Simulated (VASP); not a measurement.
VASP ran on this input.

File POSCAR:
```
Mg2Si
1
    0.0000000000     3.1698200000     3.1698200000
    3.1698200000     0.0000000000     3.1698200000
    3.1698200000     3.1698200000     0.0000000000
Mg Si
2 1
Direct
  0.2500000000   0.2500000000   0.2500000000
  0.7500000000   0.7500000000   0.7500000000
  0.0000000000   0.0000000000   0.0000000000
```

**INCAR**
```
! general
SYSTEM = Mg2Si
PREC   = Accurate
ENCUT  = 480   ! plane-wave cut-off (eV)
LREAL  = .False.
LASPH  = .True.

! electronic loop
EDIFF  = 1E-6
NELM   = 100   ! most electronic steps
ALGO   = Normal

! smearing
ISMEAR = 0
SIGMA  = 0.05

! functional
GGA    = PE   ! PBE

! ions
IBRION = 2
NSW    = 60
ISIF   = 3   ! ions, shape and volume
EDIFFG = -0.01

! output
LWAVE  = .False.
LCHARG = .False.
```

File KPOINTS:
```
K-points
0
G
  7 7 7
```

POTCAR, in this order: Mg Si (PBE.64 set). Program: vasp_std.

Question: Translate this PBE calculation to Quantum ESPRESSO's pw.x.

Answer: One equivalent input (not run):
```
&CONTROL
  calculation = 'vc-relax'
  pseudo_dir = './pseudo'
  outdir = './out'
  tprnfor = .true.
  tstress = .true.
  nstep = 60
  forc_conv_thr = 0.00039
/
&SYSTEM
  ibrav = 0
  nat = 3
  ntyp = 2
  ecutwfc = 84
  occupations = 'smearing'
  smearing = 'gaussian'
  degauss = 0.003675
  input_dft = 'pbe'
/
&ELECTRONS
  conv_thr = 7.3e-08
  electron_maxstep = 100
/
&IONS
/
&CELL
/
ATOMIC_SPECIES
  Mg 24.305 Mg.upf
  Si 28.085 Si.upf
CELL_PARAMETERS angstrom
     0.0000000    3.1698200    3.1698200
     3.1698200    0.0000000    3.1698200
     3.1698200    3.1698200    0.0000000
ATOMIC_POSITIONS crystal
  Mg   0.2500000  0.2500000  0.2500000
  Mg   0.7500000  0.7500000  0.7500000
  Si   0.0000000  0.0000000  0.0000000
K_POINTS automatic
  7 7 7 0 0 0
```
Limits of the translation: the potentials are each code's own (VASP's PAW set, PseudoDojo norm-conserving files in pw.x), so ENCUT and ecutwfc are chosen apart and not converted; conv_thr bounds pw.x's estimated SCF error, while EDIFF bounds the energy change between steps; forc_conv_thr acts on force components and is met together with etot_conv_thr.

The structure comes from a computed database's Mg2Si entry (Fm-3m); how it stands against other phases isn't given here. This run relaxes it. Symmetry was kept, so distortions that lower it aren't found.
